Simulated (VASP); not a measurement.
A run of VASP 6.6.1 is set up as follows.

Contents of INCAR:

```
SYSTEM = Lu
PREC     = Accurate       ! precision mode
ENCUT    = 520            ! plane-wave cutoff, eV
EDIFF    = 1E-7           ! SCF threshold, eV
ISMEAR   = 0              ! smearing method
SIGMA    = 0.1            ! smearing width, eV
LREAL    = .False.        ! projectors in reciprocal space
LASPH    = .True.         ! aspherical terms in the spheres
NELM     = 80             ! most SCF steps
ALGO     = Normal         ! electronic algorithm
ISIF     = 2              ! what is computed and relaxed
LWAVE    = .False.        ! write WAVECAR
LCHARG   = .False.        ! write CHGCAR
MAGMOM   = 0 0 0 0 0 0    ! initial moments
LORBIT   = 11             ! projections on sites
LSORBIT  = .True.         ! spin-orbit coupling
GGA_COMPAT= .False.      
GGA      = PS             ! functional
NBANDS   = 62             ! bands
```

KPOINTS

```
regular mesh
0
Gamma
  15 15 8
  0 0 0
```

POSCAR

```
Lu
1.0
    3.4495800000      0.0000000000      0.0000000000
   -1.7247900000      2.9874300000      0.0000000000
    0.0000000000      0.0000000000      5.3562400000
Lu
2
Direct
    0.3333300000      0.6666700000      0.2500000000
    0.6666700000      0.3333300000      0.7500000000
```

Potentials or basis: VASP PAW PBE potentials, release 64 (Lu).

Launch:

```sh
$ cat potpaw_PBE.64/Lu/POTCAR > POTCAR
$ mpirun -np 1 vasp_ncl > vasp.out
```

Task: What does it give for the pressure?

Result: -0.5 GPa.

Task: Predict the net moment.

Result: 0.00 μB per cell.

Moments on the atoms (μB; x, y, z):
```
Lu  0.00 0.00 0.00
Lu  0.00 0.00 0.00
```

Caveat: the PAW data sets were made with another functional, which shifts forces and pressure a little.
